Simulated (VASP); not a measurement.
# Nb2SiO2 (P-3m1) in VASP: relaxation of cell and atoms with PBE

Aim: the relaxation of cell and atoms of Nb2SiO2 with PBE.

Program: VASP 6.6.1. These are calculated values, not measurements. Logs are shortened: lines on timing, memory, paths and dates and some standing lists are left out, and cuts for length are marked.

### 1 Starting point

It takes space group P-3m1 (No. 164, trigonal). The conventional cell has a = 3.425 Å, b = 3.425 Å, c = 5.917 Å, α = 90.00°, β = 90.00°, γ = 120.00°. Nb (site symmetry 3m) is surrounded by 4 O at 2.05 Å. Si (site symmetry -3m) is surrounded by 6 Nb at 2.58 Å and 6 O at 2.96 Å. O (site symmetry 3m) has 4 Nb at 2.05 Å as nearest neighbours.

The cell was built by a generator and needn't be a form met in nature.

### 2 Relaxation of cell and atoms, PBE

INCAR reads:

```
PREC = Normal
ENCUT = 520
EDIFF = 1E-4
ISMEAR = 0
SIGMA = 0.15
LREAL = F
LASPH = T
NELM = 60
ALGO = Fast
ISIF = 3
LWAVE = F
LCHARG = F
GGA = PE
IBRION = 2
NSW = 24
EDIFFG = -0.08
```

KPOINTS reads:

```
regular mesh
0
Gamma
  5 5 3
```

POSCAR reads:

```
Nb2SiO2
1.0
    3.4249841000      0.0000000000      0.0000000000
   -1.7124920500      2.9661232400      0.0000000000
    0.0000000000      0.0000000000      5.9170590100
Nb Si O
2 1 2
Direct
    0.6666666700      0.3333333300      0.7202040000
    0.3333333300      0.6666666700      0.2797960000
    0.0000000000      0.0000000000      0.0000000000
    0.3333333300      0.6666666700      0.6266647600
    0.6666666700      0.3333333300      0.3733352400
```

Potentials or basis: VASP PAW PBE potentials, release 64 (Nb_sv, Si, O).

On the command line:

```
> cat potpaw_PBE.64/Nb_sv/POTCAR potpaw_PBE.64/Si/POTCAR potpaw_PBE.64/O/POTCAR > POTCAR
> mpirun -np 1 vasp_std > vasp.out
```

OUTCAR:

```text
PREC = Normal
   ENCUT = 520
   EDIFF = 1E-4
   ISMEAR = 0
   LREAL = F
   LASPH = T
   NELM = 60
   ISIF = 3
   GGA = PE
   IBRION = 2
   NSW = 24
   EDIFFG = -0.08

 ion  position               nearest neighbor table
   1  0.667  0.333  0.720-   5 2.05   4 2.05   4 2.05   4 2.05   3 2.58   3 2.58   3 2.58
   2  0.333  0.667  0.280-   4 2.05   5 2.05   5 2.05   5 2.05   3 2.58   3 2.58   3 2.58
   3  0.000  0.000  0.000-   1 2.58   2 2.58   1 2.58   2 2.58   1 2.58   2 2.58
   4  0.333  0.667  0.627-   2 2.05   1 2.05   1 2.05   1 2.05
   5  0.667  0.333  0.373-   1 2.05   2 2.05   2 2.05   2 2.05

  LATTYP: Found a hexagonal cell.
 ALAT       =     3.4249841000
 C/A-ratio  =     1.7276164902

  Lattice vectors:

 A1 = (   3.4249841000,   0.0000000000,   0.0000000000)
 A2 = (  -1.7124920500,   2.9661232400,   0.0000000000)
 A3 = (   0.0000000000,   0.0000000000,   5.9170590100)

Analysis of symmetry for initial positions (statically):
=====================================================================
 Subroutine PRICEL returns:
 Original cell was already a primitive cell.

 Routine SETGRP: Setting up the symmetry group for a
 hexagonal supercell.

 Subroutine GETGRP returns: Found 12 space group operations
 (whereof 12 operations were pure point group operations)
 out of a pool of 24 trial point group operations.

The static configuration has the point symmetry D_3d.

Analysis of symmetry for dynamics (positions and initial velocities):
=====================================================================
 Subroutine PRICEL returns:
 Original cell was already a primitive cell.

 Routine SETGRP: Setting up the symmetry group for a
 hexagonal supercell.

 Subroutine GETGRP returns: Found 12 space group operations
 (whereof 12 operations were pure point group operations)
 out of a pool of 24 trial point group operations.

The dynamic configuration has the point symmetry D_3d.

 Subroutine INISYM returns: Found 12 space group operations
 (whereof 12 operations are pure point group operations),
 and found     1 'primitive' translations

----------------------------------------------------------------------------------------

                                     Primitive cell

  volume of cell :      60.1110

  direct lattice vectors                    reciprocal lattice vectors
     3.424984100  0.000000000  0.000000000     0.291972158  0.168570204  0.000000000
[... 100 lines left out ...]
  volume/ion in A,a.u.               =      12.02        81.13
  Fermi-wavevector in a.u.,A,eV,Ry     =   1.452691  2.745189 28.712544  2.110312
  Thomas-Fermi vector in A             =   2.570044
   LORBIT       =      0    0 simple, 1 ext, 2 COOP (PROOUT), +10 PAW based schemes
   GGA     = PE    functional components
   LHFCALC =     F    Hartree Fock is set to
   AEXX    =    0.0000 exact exchange contribution
   IVDW    =     0    specifies the selected vdW correction
   LEPSILON=     F    determine dielectric tensor
   LRPA    =     F    only Hartree local field effects (RPA)
 conjugate gradient relaxation of ions
 non-spin polarized calculation
 RMM-DIIS sequential band-by-band and
 Gauss-broadening in eV      SIGMA  =   0.15
  energy-cutoff  :      520.00
  volume of cell :       60.11
 maximum number of plane-waves:      1631
   NGX = 13   NGY = 13   NGZ = 23

--------------------------------------- Ionic step        1  -------------------------------------------

 number of electron      41.9999993 magnetization

 Free energy of the ion-electron system (eV)
  ---------------------------------------------------
  ext. energy  EPLUGINS =         0.00000000
  ---------------------------------------------------
  free energy    TOTEN  =       -41.61166916 eV

  energy without entropy =      -41.58171955  energy(sigma->0) =      -41.59669436

------------------------ aborting loop because EDIFF is reached ----------------------------------------

  FORCE on cell =-STRESS in cart. coord.  units (eV):
  Direction    XX          YY          ZZ          XY          YZ          ZX
  --------------------------------------------------------------------------------------
  -------------------------------------------------------------------------------------
  Total        9.2973797      9.2973797     12.2595462      0.0000000      0.0000000      0.0000000
  in kB      247.8092418    247.8092422    326.7618344      0.0000000      0.0000000      0.0000000
  external PRESSURE =     274.1267728 kB  Pullay stress =       0.0000000 kB
[... 65 lines left out ...]
--------------------------------------- Ionic step        3  -------------------------------------------

 number of electron      42.0000012 magnetization

 E-fermi :   9.9747     XC(G=0): -11.7622

 val. band max:        9.9007975309   @ k =   0.0000   0.4000   0.3333
 cond. band min:      10.0459594535   @ k =   0.0000   0.0000   0.0000
 fundamental gap:      0.1451619227
 Fermi energy:         9.9746577367

 k-point     1 :       0.0000    0.0000    0.0000
  band No.  band energies     occupation
      1     -46.3236      2.00000
      2     -46.3028      2.00000
      3     -22.5778      2.00000
      4     -22.2903      2.00000
      5     -22.2903      2.00000
      6     -22.2897      2.00000
[... 357 lines left out ...]
  FREE ENERGIE OF THE ION-ELECTRON SYSTEM (eV)
  ---------------------------------------------------
  free  energy   TOTEN  =       -42.2445647412 eV

  energy  without entropy=      -42.2183666485  energy(sigma->0) =      -42.23146569

[... ionic steps 4 to 7 ...]

--------------------------------------- Ionic step        8  -------------------------------------------

 number of electron      41.9999976 magnetization

------------------------ aborting loop because EDIFF is reached ----------------------------------------
[... 73 lines left out ...]
--------------------------------------- Ionic step       10  -------------------------------------------

 number of electron      41.9999978 magnetization

 Free energy of the ion-electron system (eV)
  ---------------------------------------------------
  ext. energy  EPLUGINS =         0.00000000
  ---------------------------------------------------
  free energy    TOTEN  =       -42.33832839 eV

  energy without entropy =      -42.31491704  energy(sigma->0) =      -42.32662272

 E-fermi :  10.1417     XC(G=0): -11.8572

 val. band max:       10.1027224967   @ k =   0.2000   0.0000   0.3333
 cond. band min:      10.1501891663   @ k =   0.2000   0.0000   0.0000
 fundamental gap:      0.0474666696
 Fermi energy:        10.1416507336

 k-point     1 :       0.0000    0.0000    0.0000
  band No.  band energies     occupation
      1     -46.0822      2.00000
      2     -46.0652      2.00000
      3     -22.3515      2.00000
      4     -22.0775      2.00000
      5     -22.0238      2.00000
      6     -22.0238      2.00000
[... 357 lines left out ...]
  FREE ENERGIE OF THE ION-ELECTRON SYSTEM (eV)
  ---------------------------------------------------
  free  energy   TOTEN  =       -42.3383283879 eV

  energy  without entropy=      -42.3149170434  energy(sigma->0) =      -42.32662272

 reached required accuracy - stopping structural energy minimisation
```

CONTCAR:

```text
Nb2SiO2
   1.00000000000000
     3.4826048514502532   -0.0000000000000000    0.0000000000000000
    -1.7413024257251266    3.0160242746275872    0.0000000000000000
     0.0000000000000000   -0.0000000000000000    6.3031388808188051
  Nb              Si              O
     2     1     2
Direct
     0.6666666699999979    0.3333333300000021    0.7336866466400627
     0.3333333300000021    0.6666666699999979    0.2663133533599374
     0.0000000000000000    0.0000000000000000    0.0000000000000000
     0.3333333300000021    0.6666666699999979    0.6163436623349285
     0.6666666699999979    0.3333333300000021    0.3836563376650713

  0.00000000E+00  0.00000000E+00  0.00000000E+00
  0.00000000E+00  0.00000000E+00  0.00000000E+00
  0.00000000E+00  0.00000000E+00  0.00000000E+00
  0.00000000E+00  0.00000000E+00  0.00000000E+00
  0.00000000E+00  0.00000000E+00  0.00000000E+00
```

It took 1.8 min on 1 thread of Intel Xeon Platinum 8259CL at 2.50GHz (Skylake/Cascade Lake), shared host; peak memory 0.15 GiB.

Results:

* Free energy: -42.3383 eV
* Relaxed volume: 13.24 Å³/atom
* Relaxed cell: a = 3.483 Å, b = 3.483 Å, c = 6.303 Å, α = 90.00°, β = 90.00°, γ = 120.00°
* Space group after relaxing (to 0.05 Å): P-3m1 (No. 164)
* Energy gained by relaxing: 145.3 meV/atom
* Ionic steps: 10
* Pressure after relaxing: -0.3 GPa
* Largest force after relaxing: 0.051 eV/Å
* Band gap on the k mesh: none (metal or under the smearing width)

Forces in eV/Å, atoms in the order of the input:
```
Nb   0.000  0.000 -0.051
Nb   0.000  0.000  0.051
Si   0.000  0.000  0.000
O    0.000  0.000 -0.019
O    0.000  0.000  0.019
```

Step by step:
| step | energy change (eV) | largest force (eV/Å) | pressure (GPa) | volume (Å³) |
| --- | --- | --- | --- | --- |
| 1 | 0.0000 | 2.0394 | 27.41 | 60.11 |
| 2 | 0.6148 | 0.8887 | -25.94 | 79.82 |
| 3 | -0.6329 | 0.6088 | -2.75 | 67.47 |
| 4 | -0.6352 | 0.6131 | -1.49 | 67.07 |
| 5 | -0.6352 | 0.6223 | -1.07 | 66.92 |
| 6 | -0.6999 | 0.3727 | -0.55 | 66.52 |
| 7 | -0.7230 | 0.1379 | -0.26 | 66.20 |
| 8 | -0.7252 | 0.1539 | -0.17 | 66.08 |
| 9 | -0.7253 | 0.0891 | 0.12 | 66.10 |
| 10 | -0.7267 | 0.0508 | -0.27 | 66.21 |

Final structure:
```cif
data_structure
_symmetry_space_group_name_H-M 'P 1'
_symmetry_Int_Tables_number 1
_cell_length_a 3.4826
_cell_length_b 3.4826
_cell_length_c 6.3031
_cell_angle_alpha 90.000
_cell_angle_beta 90.000
_cell_angle_gamma 120.000
_cell_volume 66.21
loop_
_atom_site_label
_atom_site_type_symbol
_atom_site_fract_x
_atom_site_fract_y
_atom_site_fract_z
_atom_site_occupancy
Nb1 Nb 0.66667 0.33333 0.73369 1
Nb2 Nb 0.33333 0.66667 0.26631 1
Si1 Si 0.00000 0.00000 0.00000 1
O1 O 0.33333 0.66667 0.61634 1
O2 O 0.66667 0.33333 0.38366 1
```

Levels at points of the mesh, in eV from the Fermi level:
```tsv
k point	band 17	band 18	band 19	band 20	band 21	band 22	band 23	band 24	band 25
(0.00, 0.00, 0.00)	-5.67	-1.49	-0.60	-0.60	-0.10	-0.10	0.25	1.24	1.24
```

Caveat: the k mesh is coarse (spacing up to 0.42 Å⁻¹), so the values aren't converged; the relaxation stopped at a loose force limit of 0.08 eV/Å, so its end isn't a converged minimum.
